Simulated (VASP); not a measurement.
An input for Ansatz (written as the equivalent of a VASP run, and not itself run):

Ansatz 0.2 input:
```yaml
crystal:
  lattice:
    - [4.0596000, 0.0000000, 0.0000000]
    - [0.0000000, 4.0596000, 0.0000000]
    - [0.0000000, 0.0000000, 5.1204000]
  atoms:
    - { symbol: Pb, position: [0.5000000, 0.0000000, 0.7650000] }
    - { symbol: Pb, position: [0.0000000, 0.5000000, 0.2350000] }
    - { symbol: O, position: [0.5000000, 0.5000000, 0.0000000] }
    - { symbol: O, position: [0.0000000, 0.0000000, 0.0000000] }
kpoints:
  mp_grid: { grid: [5, 5, 4] }
hamiltonian:
  xc: pbe
  pseudopotentials: { kind: paw }
scf:
  occupations: { method: gaussian, width: 0.05 }
  max_iter: 100
output: { forces: true, stress: true, eigenvalues: true }
```

**Question.** Translate this input to VASP (INCAR, KPOINTS, POSCAR, choice of POTCAR).

**Answer.** This is not unique; one that fits is 
### POSCAR
```
PbO
1
    4.0596000000     0.0000000000     0.0000000000
    0.0000000000     4.0596000000     0.0000000000
    0.0000000000     0.0000000000     5.1204000000
Pb O
2 2
Direct
  0.5000000000   0.0000000000   0.7650000000
  0.0000000000   0.5000000000   0.2350000000
  0.5000000000   0.5000000000   0.0000000000
  0.0000000000   0.0000000000   0.0000000000
```

**KPOINTS**
```
kpoints
0
Gamma
 5 5 4
0 0 0
```

INCAR:
```
# general
SYSTEM  = PbO
PREC    = Accurate
ENCUT   = 350   # plane-wave cut-off (eV)
LREAL   = .False.   # projection in real space or not
LASPH   = .True.

# electronic loop
EDIFF   = 1E-6   # SCF stop (eV)
NELM    = 100
ALGO    = Normal   # blocked Davidson
LMAXMIX = 4   # l cut-off of mixed one-centre charges

# smearing
ISMEAR  = 0   # Gaussian
SIGMA   = 0.05

# functional
GGA     = PE

# ions
ISIF    = 2   # forces and stress, cell fixed

# output
LWAVE   = .False.
LCHARG  = .False.
```

POTCAR, in this order: Pb_d O (PBE.64 set). Program: vasp_std.

What does not carry over: each code has its own PAW files, so the cut-off isn't converted (ENCUT is set for VASP's; basis.ecutwfc is left out, and Ansatz then takes the one that its files recommend); Ansatz stops its SCF on the density residual and VASP on the energy change (EDIFF).

The compound is PbO in the litharge structure. The cell was not relaxed at this level. The run is one of a series of settings (ENCUT = 350 against the base run), some of them coarse on purpose.
